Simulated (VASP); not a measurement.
Consider the following.

```cif
data_FNa
_chemical_formula_sum 'Na1 F1'
_space_group_name_H-M_alt 'P 1'
_space_group_IT_number 1
_cell_length_a 3.31781
_cell_length_b 3.31781
_cell_length_c 3.31781
_cell_angle_alpha 60.000
_cell_angle_beta 60.000
_cell_angle_gamma 60.000
loop_
_space_group_symop_operation_xyz
  'x, y, z'
loop_
_atom_site_label
_atom_site_type_symbol
_atom_site_fract_x
_atom_site_fract_y
_atom_site_fract_z
_atom_site_occupancy
Na1 Na 0.00000 0.00000 0.00000 1
F1 F 0.50000 0.50000 0.50000 1
```

Computed with PBE GGA, VASP's PBE PAW potentials (set 64) (plane waves; VASP). Numerical set-up: 600 eV cut-off, 10×10×10 Γ-centred mesh, Gaussian smearing of 0.050 eV, potentials Na_pv F.

Each relaxation starts from this cell; other phases were not tried.

The cell is relaxed at 5 GPa. What happens?

The volume per atom goes from 12.91 to 11.83 Å³ (-8.4 %), and the cell becomes a = 4.5568 Å, b = 4.5568 Å, c = 4.5568 Å, α = 90.00°, β = 90.00°, γ = 90.00°, space group Fm-3m. The gap on the mesh goes from 6.10 to 6.58 eV.

The cell is relaxed at 15 GPa. What happens?

The volume per atom goes from 12.91 to 10.54 Å³ (-18.4 %), and the cell becomes a = b = c = 4.385 Å, α = β = γ = 90.00°, space group Fm-3m. The gap on the mesh goes from 6.10 to 7.30 eV.

Failed runs are left out, and for metals the shear rows, which the mesh's noise covers.

The compound is NaF in the rock salt structure.
